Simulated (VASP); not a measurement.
AlHg:

```
Al Hg
1.0
     0.00000    3.06853    3.06853
     3.06853    0.00000    3.06853
     3.06853    3.06853    0.00000
Al Hg
1 1
Direct
  0.00000 0.00000 0.00000
  0.75000 0.75000 0.75000
```

The cell was built by a generator and needn't be a form met in nature.

| Item | Value |
| --- | --- |
| Program | VASP 6.6.1 |
| Task | relaxation of cell and atoms |
| Functional | PBEsol |
| Potentials or basis | VASP PAW PBE potentials, release 64 (Al, Hg) |
| Cutoff | 600 eV |
| k mesh | 8 × 8 × 8 |
| Occupations | fermi-dirac, width 0.05 eV |
| Spin | no spin polarisation |

At the start: pressure -1.9 GPa; volume 28.89 Å³/atom.

Task: How do energy, volume and symmetry change on relaxing?

Result: Over 15 steps the energy falls by 10.0 meV/atom and the volume is 27.35 Å³/atom (-5.4 %); space group F-43m (No. 216, to 0.05 Å).

The path:
```
step  energy change (eV)  largest force (eV/Å)  pressure (GPa)  volume (Å³)
   1              0.0000                0.0000           -1.95        57.79
   2             -0.0199                0.0000           -0.23        54.90
   3             -0.0200                0.0000            0.09        54.55
   4             -0.0200                0.0000            0.04        54.65
   5             -0.0200                0.0000           -0.04        54.71
   6             -0.0200                0.0000           -0.03        54.71
   7             -0.0200                0.0000           -0.04        54.70
   8             -0.0200                0.0000           -0.03        54.70
   9             -0.0200                0.0000           -0.03        54.70
  10             -0.0200                0.0000           -0.03        54.70
  11             -0.0200                0.0000           -0.03        54.70
  12             -0.0200                0.0000           -0.03        54.70
  13             -0.0200                0.0000           -0.03        54.70
  14             -0.0200                0.0000           -0.03        54.70
  15             -0.0200                0.0000           -0.02        54.69
```

Final structure:
```yaml
crystal:
  lattice:
    - [0.00000, 3.01280, 3.01280]
    - [3.01280, 0.00000, 3.01280]
    - [3.01280, 3.01280, 0.00000]
  atoms:
    - { symbol: Al, position: [0.00000, 0.00000, 0.00000] }
    - { symbol: Hg, position: [0.75000, 0.75000, 0.75000] }
```

Caveat: the PAW data sets were made with another functional, which shifts forces and pressure a little.
